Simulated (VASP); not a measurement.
Method: PBEsol GGA, VASP's PBE PAW potentials (set 64) (plane waves; VASP).

VASP ran on this input.

### INCAR
```
NSW  =  60
ENCUT  =  520   ! plane-wave cut-off (eV)
PREC  =  Accurate
LASPH  =  .TRUE.   ! aspherical one-centre terms
LREAL  =  .FALSE.   ! projection in real space or not
LCHARG  =  .FALSE.
SYSTEM  =  SnO
LMAXMIX  =  4
GGA  =  PS
EDIFF  =  1E-6
ISIF  =  3   ! ions, shape and volume
ISMEAR  =  0   ! Gaussian
SIGMA  =  0.05   ! width (eV)
ALGO  =  Normal   ! blocked Davidson
EDIFFG  =  -0.02   ! ionic stop
LWAVE  =  .FALSE.
IBRION  =  2
NELM  =  100   ! most electronic steps
```

File POSCAR:
```
SnO
1
    3.3201874033     0.0000000000     0.0000000000
    0.0000000000     5.6151675569     0.0000000000
    0.0000000000     0.0000000000     4.0684728493
Sn O
2 2
Direct
  0.0000000000   0.2355127265   0.5141874579
  0.5000000000   0.7644872735   0.0141874579
  0.0000000000   0.8925322068   0.7358125421
  0.5000000000   0.1074677932   0.2358125421
```

KPOINTS:
```
Automatic mesh
0
Gamma
6 4 5
0 0 0
```

POTCAR, in this order: Sn_d O (PBE.64 set). Program: vasp_std.

Energy and stress use the plane-wave basis of the starting cell. Without a dispersion term in the relaxation, distances and binding between the weakly bound layers, chains or molecules are unreliable, and so is what depends on them.

### Question
What does the run give for the energy per atom (σ→0), volume per atom?

### Answer

| Quantity | Value |
|---|---|
| energy per atom (σ→0) | -5.959 eV/atom |
| volume per atom | 18.05 Å³/atom |

**OSZICAR**
```
...
DAV:   1    -0.238372507613E+02   -0.84630E-03   -0.24462E-02  2032   0.222E+00    0.182E-01
DAV:   2    -0.238366058850E+02    0.64488E-03   -0.31313E-03  2264   0.601E-01    0.592E-02
DAV:   3    -0.238365040298E+02    0.10186E-03   -0.27785E-04  2184   0.334E-01    0.252E-02
DAV:   4    -0.238364832748E+02    0.20755E-04   -0.80409E-05  2544   0.151E-01    0.807E-03
DAV:   5    -0.238364810491E+02    0.22258E-05   -0.19253E-05  2360   0.431E-02    0.405E-03
DAV:   6    -0.238364800380E+02    0.10110E-05   -0.97802E-07   904   0.123E-02    0.156E-03
DAV:   7    -0.238364799714E+02    0.66661E-07   -0.64399E-07   888   0.702E-03
  23 F= -.23836480E+02 E0= -.23836480E+02  d E =-.757575E-04
```

The structure comes from a computed database's SnO entry (Pmn2_1); how it stands against other phases isn't given here. This run relaxes it. Symmetry was kept, so distortions that lower it aren't found. The start is the result of an earlier pass.
